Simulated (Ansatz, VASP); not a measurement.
## SrTlI3: VASP beside Ansatz

File POSCAR:

```
SrTlI3
1.0
    6.3606449648      0.0000000000      0.0000000000
    0.0000000000      6.3606449648      0.0000000000
    0.0000000000      0.0000000000      6.3606449648
Tl Sr I
1 1 3
Direct
    0.0000000000      0.0000000000      0.0000000000
    0.5000000000      0.5000000000      0.5000000000
    0.5000000000      0.5000000000      0.0000000000
    0.5000000000      0.0000000000      0.5000000000
    0.0000000000      0.5000000000      0.5000000000
```

The input INCAR.step1:

```
SYSTEM = SrTlI3
  ALGO = Normal
  EDIFF = 1E-4
  ENCUT = 520
  GGA = PE
  ISMEAR = 0
  LASPH = .True.
  LCHARG = .False.
  LREAL = .False.
  LWAVE = .True.
  NBANDS = 30
  NELM = 60
  PREC = Accurate
  SIGMA = 0.01
```

The input INCAR.step2:

```
SYSTEM = SrTlI3
  ALGO = Normal
  EDIFF = 1E-7
  ENCUT = 520
  ISIF = 2
  ISMEAR = 0
  ISTART = 1
  LASPH = .True.
  LCHARG = .True.
  LELF = .True.
  LMIXTAU = .True.
  LREAL = .False.
  LVHAR = .True.
  LWAVE = .False.
  METAGGA = R2SCAN
  NBANDS = 30
  NELM = 60
  PREC = Accurate
  SIGMA = 0.01
```

File KPOINTS:

```
k-points
0
Gamma
  4 4 4
  0 0 0
```

Input for Ansatz:

```yaml
crystal:
  lattice:
    - [6.3606449648, 0.0, 0.0]
    - [0.0, 6.3606449648, 0.0]
    - [0.0, 0.0, 6.3606449648]
  atoms:
    - { symbol: Tl, position: [0.0, 0.0, 0.0] }
    - { symbol: Sr, position: [0.5, 0.5, 0.5] }
    - { symbol: I, position: [0.5, 0.5, 0.0] }
    - { symbol: I, position: [0.5, 0.0, 0.5] }
    - { symbol: I, position: [0.0, 0.5, 0.5] }
kpoints:
  mp_grid: { grid: [4, 4, 4] }
  band_path:
    path:
      - [0.0, 0.0, 0.0]
      - [0.0, 0.5, 0.0]
      - [0.5, 0.5, 0.0]
      - [0.5, 0.5, 0.5]
      - [0.0, 0.0, 0.5]
    npoints: 1
hamiltonian:
  xc: r2scan
scf:
  occupations: { method: fixed }
  n_extra_bands: 5
output:
  forces: true
  stress: true
  eigenvalues: true
```

Alike in both runs: task single point; functional r2SCAN; k mesh 4 × 4 × 4; no spin polarisation.

|  | VASP | Ansatz |
| --- | --- | --- |
| version | VASP 6.6.1 | Ansatz 0.2.0 |
| potentials or method | VASP PAW PBE potentials, release 64 (Tl_d, Sr_sv, I) | plane waves, PAW |
| plane-wave cutoff (eV) | 520 | 500 |
| occupations | gaussian, width 0.01 eV | fixed |
| valence electrons in the cell | 44 | 74 |

VASP gave:

- gap on the k mesh at the Fermi level (eV): 2.91
- pressure (GPa): 0.0

Problem. Estimate Ansatz's values.

Solution. gap on the k mesh at the Fermi level (eV): 2.92; pressure (GPa): 0.0.

The two sets of potentials don't hold the same shells in valence.

Caveats: the PAW data sets were made with another functional, which shifts forces and pressure a little (VASP); spin-orbit coupling is left out, which as a rule narrows the gap of such compounds by several tenths of an eV. r2SCAN opens gaps a little over a GGA but as a rule still falls short of measured ones. A k mesh can miss the band edges.
